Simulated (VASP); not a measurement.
Consider the following.

```
Ag
1.0
    0.00000     1.96135     1.96135
    1.96135     0.00000     1.96135
    1.96135     1.96135     0.00000
Ag
1
Direct
  0.00000   0.00000   0.00000
```

Level of theory: LDA (Ceperley-Alder, Perdew-Zunger), VASP's LDA PAW potentials (set 64) (plane waves; VASP 6.6.1). Numerical set-up: 500 eV cut-off, 16×16×16 Γ-centred mesh, first-order Methfessel-Paxton smearing of 0.10 eV, potentials Ag.

Energy and stress use the plane-wave basis of the starting cell.

### Question
The ions, cell shape and volume at an external pressure of 20.0 GPa are relaxed. Predict the relaxed structure.

### Answer

```
Ag
1.0
    0.00000     1.93139     1.93139
    1.93139     0.00000     1.93139
    1.93139     1.93139     0.00000
Ag
1
Cartesian
  3.86278   3.86278   3.86278
```
Space group Fm-3m (225), at a tolerance of 0.03 Å.

### Question
How do energy and volume change from the first to the last step?

### Answer
The energy (σ→0) changes by +62.6 meV/atom and the volume by -4.5 %, in 4 ionic steps.

The compound is Ag in the fcc structure. This run relaxes it under an external pressure of 20 GPa. Symmetry was kept, so distortions that lower it aren't found.
